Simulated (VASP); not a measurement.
Given:

```
CELL_PARAMETERS angstrom
      1.35285    -2.36377     0.00000
      1.38846     2.38433     0.00000
      0.00000     0.00000     4.31688
ATOMIC_POSITIONS crystal
  Os 0.33517 0.66855 0.25000
  Os 0.66483 0.33145 0.75000
```

All values below come from r2SCAN meta-GGA, VASP's PBE PAW potentials (set 64) (plane waves; VASP). Run with 480 eV cut-off, 14×14×8 Γ-centred mesh, first-order Methfessel-Paxton smearing of 0.10 eV, potentials Os.

Unless said otherwise, spin-orbit coupling is left out, though it shifts the bands of the heavy elements here.

### Question
Predict the energy per atom (σ→0), band gap (on the k-mesh) with the smallest direct gap where there is one.

### Answer

- band gap (on the k-mesh): none (metal, semimetal or under 0.01 eV)
- energy per atom (σ→0): -52.998 eV/atom

Only differences to runs with the same potentials and settings are physical.

The compound is Os in the hcp structure. This cell was strained or had an atom moved on purpose. Symmetry was kept, so distortions that lower it aren't found.
